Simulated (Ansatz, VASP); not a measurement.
# Cross-check of FeSi2 (Linzhiite) between VASP and Ansatz, part 2 of 2

One calculation is typed for both programs; each brings its own data sets. How far apart do they land? The cell is taken from a series of runs on this material, whose earlier steps may have relaxed, scaled, displaced or heated it; both programs get it as it stands.

VASP 6.6.1 and Ansatz 0.2.0.

So far: The starting structure; VASP: zone-centre phonons, PBEsol.

**3. Ansatz: zone-centre phonons, PBEsol**

Level of this step: Ansatz beside VASP: Kohn-Sham DFT, plane waves, PBEsol (Ansatz).

Ansatz runs on its PAW soft_1 files.

The same cell, functional, mesh and smearing now go to Ansatz, which takes its cutoff from its data sets.

File input.yaml:

```yaml
crystal:
  lattice:
    - [2.6888643597, 0.0, 0.0]
    - [0.0, 2.6888643597, 0.0]
    - [0.0, 0.0, 5.0048108397]
  atoms:
    - { symbol: Si, position: [0.5, 0.5, 0.2712117453] }
    - { symbol: Si, position: [0.5, 0.5, 0.7287882547] }
    - { symbol: Fe, position: [0.0, 0.0, 0.0] }
kpoints:
  mp_grid: { grid: [16, 16, 8] }
hamiltonian:
  xc: pbesol
  pseudopotentials: { kind: paw, azcp: { folder: soft_1 }, xc_functional: pbe }
scf:
  occupations: { method: methfessel_paxton, width: 0.2 }
output:
  eigenvalues: true
phonons:
  method: dfpt
```

The run is started by

```
$ ansatz run input.yaml --threads 4 --pin off --max-ram 10240MiB --backend cpu --events-out ev --progress --plain --runs-dir out
```

Numbers of over 12 decimals in the logs are rounded to 6 here.

What it wrote:

```text
zone centre: on kpoints.mp_grid the ground state, and the responses unless they are solved on pairs of k-points, stand on 405 of the mesh's 2048 k-points, reduced under 4 symmetry operations, with k and −k counted as one. Each operation leaves every solved displacement unchanged or reverses it
Engine: ansatz 0.2.0, aarch64-unknown-linux-gnu
Pseudopotentials: kind: paw
Pseudopotential: Si, paw, valence charge 4, recommended cutoff 420 eV (normal), soft_1/Si.paw.azcp
Pseudopotential: Fe, paw, valence charge 16, recommended cutoff 420 eV (normal), soft_1/Fe.paw.azcp
Functional definition: PBEsol
  exchange = pbesol_x
  correlation = pbesol_c
Crystal: 3 atoms, lattice volume = 36.185 Å³
Basis set: ecut = 420 eV, 701 PW (Γ), exchange–correlation on 36×36×72 points (8 copies of the dense FFT grid, shifted against one another)
Bands: 16, of which v1, the nominal top of the filled ones, is band 12 counted from 1 (11 counted from 0)
Symmetry: 16 space group operations
k-points: 405 of 2048 (irreducible under 4 space group operations, time reversal used)
Non-local potential: Si, projectors of the file, l = 0: 2, l = 1: 2, l = 2: 1
Non-local potential: Fe, projectors of the file, l = 0: 3, l = 1: 2, l = 2: 3, l = 3: 1
PAW form: soft (Blöchl's): semilocal exchange-correlation on the pseudo side does not see the compensation charge
PAW frozen core: Si, regenerated for the run's functional, and the local potential with it (the file was generated under x = pbe(κ = 0.804, μ = 0.219515), c = pbe(β = 0.066725))
PAW frozen core: Fe, regenerated for the run's functional, and the local potential with it (the file was generated under x = pbe(κ = 0.804, μ = 0.219515), c = pbe(β = 0.066725))
PAW one-centre angular grid: Si, 110 points (default); XC on 64 Gauss nodes
PAW one-centre angular grid: Fe, 590 points (default); XC on 64 Gauss nodes
Initial density: superposition of atomic densities (chi_scale 0.1, normalization cell, long waves kept (reshape's long-wave potential 0.00 eV rms))
Initial wavefunctions: pseudopotential atomic-orbital guess
Functional: x = pbesol(κ = 0.804, μ = 0.123457), c = pbesol(β = 0.046)
SCF iter   1: F=—  HF=-5694.916153 eV  |F-HF|=—  |Δ(HF+E_count)|=         —  Δρ=1.20e-1  dr2=1.12e1  ethr=3.10e-3  ⟨swp⟩=5.1  Hψ=34319  notcnv=0
preconditioner: auto → none  [metal: Δε(μ)=0.018 eV  Ē_g=8.149 eV  σ=0.200 eV  W_gap=0.07  n_scr=8 (ndim 8)  ℏωp=24.7 eV  f_vac=0.000  D(μ)=1.83/eV (n_scr^D=16)  sad-step TF]
SCF iter   2: F=—  HF=-5694.659009 eV  |F-HF|=—  |Δ(HF+E_count)|=   2.57e-1  S|Δr|=    0.00e0  Δρ=1.36e-1  dr2=1.16e1  ethr=3.10e-3  ⟨swp⟩=2.0  Hψ=11103  notcnv=0
SCF iter   3: F=—  HF=-5693.505216 eV  |F-HF|=—  |Δ(HF+E_count)|=    1.15e0  S|Δr|=    0.00e0  Δρ=5.26e-2  dr2=1.03e0  ethr=3.10e-3  ⟨swp⟩=3.0  Hψ=11964  notcnv=0
SCF iter   4: F=—  HF=-5693.382052 eV  |F-HF|=—  |Δ(HF+E_count)|=   1.23e-1  S|Δr|=    0.00e0  Δρ=1.18e-2  dr2=1.15e-1  ethr=3.10e-3  ⟨swp⟩=2.5  Hψ=12969  notcnv=0
SCF iter   5: F=—  HF=-5693.343201 eV  |F-HF|=—  |Δ(HF+E_count)|=   3.89e-2  S|Δr|=    0.00e0  Δρ=3.13e-3  dr2=2.00e-3  ethr=4.81e-4  ⟨swp⟩=2.0  Hψ=10801  notcnv=0
SCF iter   6: F=—  HF=-5693.343143 eV  |F-HF|=—  |Δ(HF+E_count)|=   5.89e-5  S|Δr|=    0.00e0  Δρ=4.63e-4  dr2=2.32e-5  ethr=8.35e-6  ⟨swp⟩=2.2  Hψ=9643  notcnv=0
SCF iter   7: F=—  HF=-5693.343140 eV  |F-HF|=—  |Δ(HF+E_count)|=   2.75e-6  S|Δr|=    0.00e0  Δρ=1.09e-4  dr2=1.85e-6  ethr=9.67e-8  ⟨swp⟩=2.0  Hψ=11195  notcnv=0
SCF iter   8: F=—  HF=-5693.343140 eV  |F-HF|=—  |Δ(HF+E_count)|=   2.98e-7  S|Δr|=    0.00e0  Δρ=1.48e-5  dr2=3.68e-8  ethr=7.72e-9  ⟨swp⟩=2.3  Hψ=9693  notcnv=0
SCF iter   9: F=—  HF=-5693.343140 eV  |F-HF|=—  |Δ(HF+E_count)|=   6.62e-9  S|Δr|=    0.00e0  Δρ=1.87e-6  dr2=4.09e-10  ethr=1.53e-10  ⟨swp⟩=2.4  Hψ=10769  notcnv=0
SCF iter  10: F=-5693.343140 eV  HF=-5693.343140 eV  |F-HF|=2.73e-12  |Δ(HF+E_count)|=  9.37e-11  S|Δr|=    0.00e0  Δρ=1.21e-7  dr2=2.35e-12  ethr=1.00e-12  ⟨swp⟩=5.0  Hψ=32186  notcnv=0
the search or the solves at the SCF's close seem to have found levels that the self-consistency loop had missed (the run counts 3). By its estimate they hold under 1e-12 electrons; where the run keeps them, the occupations were computed again with them
SCF 1 converged in 10 iterations: F = -5693.343140 eV  dr2 = 2.35e-12
  greatest PAW one-centre occupation: 1.000 electrons in one spin orbital (limit 2), on the Fe atom at site 2 (counted from 0), in its partial waves of l = 1
DFPT response loops at Γ: preconditioner auto → Kerker (q_TF=auto, 2.548 Å⁻¹) (partly filled bands, converged f_vac=0.000); β = 1.00, the filter's whole step (`scf.mixing.beta` (0.50) is not read by the response loops under this deck's `scf.mixing.preconditioner`; to damp them name `kerker` or `kerker_dos`, under which they read `scf.mixing.beta`, and type it under 1.00, their step now; both keys bind the ground state too); Broyden in place of MSR1
SCF converged after 10 iterations
Stability not checked: this state was not tested for a lower state beside it, because cold or Methfessel-Paxton smearing, or corrected tetrahedra, fill the levels in a way that the test cannot read (fill_not_monotonic; see scf.lower_state_search)
Free energy (F): -5693.343140 eV
Harris-Foulkes:  -5693.343140 eV  (|F-HF|=2.73e-12)
Internal energy: -5693.344920 eV  (E = F + TS)
E sigma→0 (E₀):  -5693.343585 eV
Entropy (-TS):   0.001780 eV (0.593 meV/atom)
Fermi energy:    14.527612 eV
Step filling:    the computed levels leave a gap of 0.0040 eV = 0.0 smearing widths at the electron count; against every level under it full and every level over it empty, smearing changes F+E_penalty+E_count by +1.127 meV and its σ→0 estimate by +0.682 meV
--- Per-component energies (eV) ---
  E_band       = -219.009134
  E_kinetic    = 428.125320
  E_local      = -3504.892576  (includes V_loc(G=0)·N_el)
  E_nonlocal   = 334.202607
  E_hartree    = 1549.113905
  E_xc         = -228.162254
  E_vxc        = -245.914482  (∫ρ·V_xc dr)
  E_paw        = -2346.507318  (= ΣΔE_a)
  E_vpaw       = -328.756995  (= ΣTr[D̂ρ^β])
  E_aug_tail   = -0.000774  (compensation charges beyond the density's cutoff)
  E_ewald      = -1925.466154
  E_core_change = 0.242323  (= ΣΔE_core)
  E_smearing   = 0.001780  (= −TS)
  E_closure    = -0.000000  (closes the sum)
  Σ components = -5693.343140   (vs F -5693.343140, Δ=0.00e0)
--- Band table (eV; the first three rows and the last of 405) ---
  k-point 0: bands = [... 8 lower, 12.9548, 12.9548, 12.9571, 13.7980, 18.8722, 18.8722, 21.6412, 21.8366]
  k-point 1: bands = [... 8 lower, 12.9316, 12.9465, 12.9465, 13.7981, 18.9782, 18.9782, 20.6232, 21.4523]
  k-point 2: bands = [... 8 lower, 12.8370, 12.9267, 12.9267, 13.7983, 19.0936, 19.2840, 19.2840, 21.1325]
  k-point 404: bands = [... 8 lower, 11.1427, 11.1427, 12.7489, 14.6396, 14.9538, 14.9538, 15.6564, 17.4970]
--- Phonons (Γ-DFPT): 4 representative perturbations + reference, on 405 of 2048 k-points (Σ response iterations 14) ---
  k mesh reduced under 4 symmetry operations, with k and −k counted as one. Each operation leaves every solved displacement unchanged or reverses it
  ASR residual: 4.185e-5 → 0.000e0 eV/Å²; symmetrization residual: 1.423e-6 eV/Å²
  ASR residual per site (eV/Å²): 4.19e-5 4.19e-5 2.92e-5
  Γ frequencies (cm⁻¹): 0.00 0.00 0.00 229.84 229.84 302.27 302.27 377.59 595.11
  non-analytic LO–TO correction: not included (Born effective charges unavailable; polar crystals: no LO–TO splitting at Γ)
```

**4. Side by side**

Known differences besides the potentials themselves: the data sets hold 24 valence electrons in Ansatz (on its PAW soft_1 files) and 16 in VASP; the cutoff is 420 eV in Ansatz and 600 eV in VASP; Ansatz makes its cores anew for this functional, VASP keeps those of its PBE data sets. Total energies have different zeros and are not compared.

Compared:

| quantity | Ansatz | VASP | difference |
| --- | --- | --- | --- |
| optical mode 1 to 2 (cm⁻¹) | 229.8 | 231.6 | -0.77 % |
| optical mode 3 to 4 (cm⁻¹) | 302.3 | 307.3 | -1.64 % |
| optical mode 5 (cm⁻¹) | 377.6 | 380.7 | -0.83 % |
| optical mode 6 (cm⁻¹) | 595.1 | 595.9 | -0.14 % |

Modes are paired by rising frequency, not by their patterns, so a pair may set unlike modes beside each other; they are those without the splitting of longitudinal modes.

**5. Summary of results**

| Property | Result |
| --- | --- |
| r.m.s. difference of the optical zone-centre modes, each program's sorted by frequency (zone-centre phonons, PBEsol) | 3.4 cm⁻¹ |
| difference in optical mode 3 to 4 (zone-centre phonons, PBEsol) | -1.6 % |

What this shows: The r.m.s. difference of the optical zone-centre modes, each program's sorted by frequency is 3.4 cm⁻¹ (zone-centre phonons, PBEsol). The data sets hold unlike numbers of valence electrons (24 in Ansatz and 16 in VASP), so part of the differences comes from the potentials. Among the rows given in per cent, the largest difference of the zone-centre phonons, PBEsol pair is in optical mode 3 to 4, -1.6 %. Such differences can come from data sets, numerical settings and the points named under the comparisons, not from the functional's error against experiment.

[Lines on the potential files, build, host, timing and source positions are cut from VASP's logs without a mark.]

[Logs are printed without paths, hosts, clocks, repeated set-up lines and the standing remarks that a program may print on its own settings, such as how far it seeks lower states.]

[Hosts, paths, dates, database ids (printed as entryN), source tags and the programs' standing remarks are cut or masked in the printed files.]
